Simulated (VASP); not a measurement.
Consider the following.

```
TiZn
1.0
    3.12375     0.00000     0.00000
    0.00000     3.12375     0.00000
    0.00000     0.00000     3.12375
Ti Zn
1 1
Cartesian
  1.56187   1.56187   1.56187
  0.00000   0.00000   0.00000
```

These are PBEsol GGA, VASP's PBE PAW potentials (set 64) (plane waves; VASP) values and carry that method's errors. Run with 300 eV cut-off, 7×7×7 Γ-centred mesh, Fermi-Dirac smearing of 0.10 eV, potentials Ti_sv Zn.

Question: Give the energies of bands 7 to 15 at the high-symmetry points, in eV from the Fermi level.

Answer: 
```
band      Γ      X      M      R
----  -----  -----  -----  -----
7     -7.40  -7.01  -7.11  -7.24
8     -6.92  -7.01  -7.11  -6.65
9     -6.92  -6.87  -6.66  -6.65
10    -6.92  -4.56  -3.77  -2.33
11    -0.57  -4.24  -0.74  -2.33
12    -0.57  -0.43  -0.74  -2.33
13     2.17   0.54  -0.23   2.02
14     2.17   0.54   1.45   2.94
15     2.17   2.16   1.45   2.94
```

It has no gap at this level: it comes out as a metal or semimetal.

The structure comes from a computed database's TiZn entry (Pm-3m); how it stands against other phases isn't given here. The cell was not relaxed at this level.
